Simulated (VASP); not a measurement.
These are PBE GGA with D3 dispersion (Becke-Johnson damping), VASP's PBE PAW potentials (set 64) (plane waves; VASP) values and carry that method's errors.

VASP ran on this input.

### KPOINTS
```
Automatic mesh
0
gamma
  16 16 16
0 0 0
```

### INCAR
```
ALGO = Normal
EDIFF = 1E-7
ENCUT = 520
GGA = PE
ISIF = 2
ISMEAR = 1
IVDW = 12
LASPH = .TRUE.
LCHARG = .FALSE.
LMAXMIX = 4
LREAL = .FALSE.
LWAVE = .FALSE.
NELM = 100
PREC = Accurate
SIGMA = 0.1
SYSTEM = Mo
```

**POSCAR**
```
Mo
1
   -1.5351257706     1.5351257706     1.5351257706
    1.5351257706    -1.5351257706     1.5351257706
    1.5351257706     1.5351257706    -1.5351257706
Mo
1
Direct
  0.0000000000   0.0000000000   0.0000000000
```

POTCAR, in this order: Mo_sv (PBE.64 set). Program: vasp_std.

The resulting files:

**OSZICAR**
```
       N       E                     dE             d eps       ncg     rms          rms(c)
DAV:   1     0.891912378698E+02    0.89191E+02   -0.83473E+03  3238   0.131E+03
DAV:   2    -0.101540921924E+02   -0.99345E+02   -0.96018E+02  3439   0.344E+02
DAV:   3    -0.114113802764E+02   -0.12573E+01   -0.12493E+01  3723   0.383E+01
DAV:   4    -0.114144418984E+02   -0.30616E-02   -0.30614E-02  3439   0.227E+00
DAV:   5    -0.114144583391E+02   -0.16441E-04   -0.16440E-04  3743   0.158E-01    0.176E+01
DAV:   6    -0.109129276360E+02    0.50153E+00   -0.84577E-01  3418   0.115E+01    0.556E+00
DAV:   7    -0.108359418160E+02    0.76986E-01   -0.20188E-01  3658   0.528E+00    0.795E-01
DAV:   8    -0.108322566930E+02    0.36851E-02   -0.36094E-03  3352   0.877E-01    0.176E-01
DAV:   9    -0.108323107412E+02   -0.54048E-04   -0.65163E-05  3743   0.111E-01    0.886E-02
DAV:  10    -0.108323186209E+02   -0.78797E-05   -0.10388E-05  3421   0.438E-02    0.858E-03
DAV:  11    -0.108323190795E+02   -0.45864E-06   -0.97061E-08  2650   0.350E-03    0.159E-03
DAV:  12    -0.108323189729E+02    0.10660E-06   -0.10215E-08  1847   0.148E-03    0.706E-05
DAV:  13    -0.108323189839E+02   -0.10968E-07   -0.11285E-09  1802   0.497E-04
   1 F= -.11606156E+02 E0= -.11606144E+02  d E =-.380554E-04
```

### OUTCAR
```
------------------------ aborting loop because EDIFF is reached ----------------------------------------
 Edisp (eV)   -0.77384
  FORCE on cell =-STRESS in cart. coord.  units (eV):
  Direction    XX          YY          ZZ          XY          YZ          ZX
  --------------------------------------------------------------------------------------
  Total       1.69678     1.69678     1.69678    -0.00000     0.00000     0.00000
  in kB     187.86484   187.86484   187.86484    -0.00000     0.00000     0.00000
  external pressure =      187.86 kB  Pullay stress =        0.00 kB
  volume of cell :       14.47
      direct lattice vectors                 reciprocal lattice vectors
    -1.535125771  1.535125771  1.535125771     0.000000000  0.325706212  0.325706212
     1.535125771 -1.535125771  1.535125771     0.325706212  0.000000000  0.325706212
     1.535125771  1.535125771 -1.535125771     0.325706212  0.325706212  0.000000000
 POSITION                                       TOTAL-FORCE (eV/Angst)
 -----------------------------------------------------------------------------------
      0.00000      0.00000      0.00000        -0.000000      0.000000      0.000000
 -----------------------------------------------------------------------------------
    total drift:                                0.000000     -0.000000      0.000000
  FREE ENERGIE OF THE ION-ELECTRON SYSTEM (eV)
  ---------------------------------------------------
  free  energy   TOTEN  =       -11.6061562569 eV

  energy  without entropy=      -11.6061182015  energy(sigma->0) =      -11.60614357
```
(Selected blocks of OUTCAR.)

The compound is Mo in the bcc structure. This cell is one point of a volume scan, at 0.94 of the reference volume.
